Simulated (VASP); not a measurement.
Energy against volume of Co (hcp). Level of theory: optB86b-vdW, VASP's PBE PAW potentials (set 64) (plane waves; VASP). Run with 520 eV cut-off, 17×17×9 Γ-centred mesh, first-order Methfessel-Paxton smearing of 0.10 eV, potentials Co.

Shape and ions are relaxed at each volume.

```tsv
V (Å³/atom)	E (eV/atom)
9.912	-4.62840
10.229	-4.65114
10.545	-4.65797
10.862	-4.65108
```

Q: Fit these four points and predict the energy of the run at 11.178 Å³/atom.

A: A cubic in V^(−2/3), the third-order Birch-Murnaghan form, passes through the four points with V0 = 10.54 Å³/atom and B0 = 232 GPa, and gives -4.6324 eV/atom there. The run gave -4.6328 eV/atom, -0.4 meV/atom from the fit; all five points give B0 = 229 GPa.

The compound is Co in the hcp structure. It was relaxed first, which changed the volume by -5 %.
